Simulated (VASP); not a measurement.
A cell of N (space group P6_3/mmc) near equilibrium:

```
N
1.0
    3.71589     0.00000     0.00000
   -1.85795     3.21806     0.00000
    0.00000     0.00000     7.37584
N
4
Direct
  0.33333   0.66667   0.32506
  0.66667   0.33333   0.67494
  0.66667   0.33333   0.82506
  0.33333   0.66667   0.17494
```

All values below come from r2SCAN meta-GGA, VASP's PBE PAW potentials (set 64) (plane waves; VASP).

```tsv
run	ΔE (meV/atom)	σxx	σyy	σzz	largest shear component, with its sign (GPa)	largest force (eV/Å)	gap (eV)
as it is	0.0	0.12	0.12	-0.27	0.00	0.130	7.57
after one change	158.0	0.15	0.15	-24.03	0.00	11.023	6.71
```
Stress is in GPa, positive when the cell is compressed; gaps are those on the k-mesh, and 0.00 means metallic.

Name the change that produced these shifts.
A) atom 4 (N) moved by 0.100 Å along z
B) atom 3 (N) moved by 0.100 Å along z
C) isotropic strain of +1.0 %
D) uniaxial strain of -3.0 % along z

B, atom 3 (N) moved by 0.100 Å along z

The structure comes from a computed database's N entry (P6_3/mmc); how it stands against other phases isn't given here.
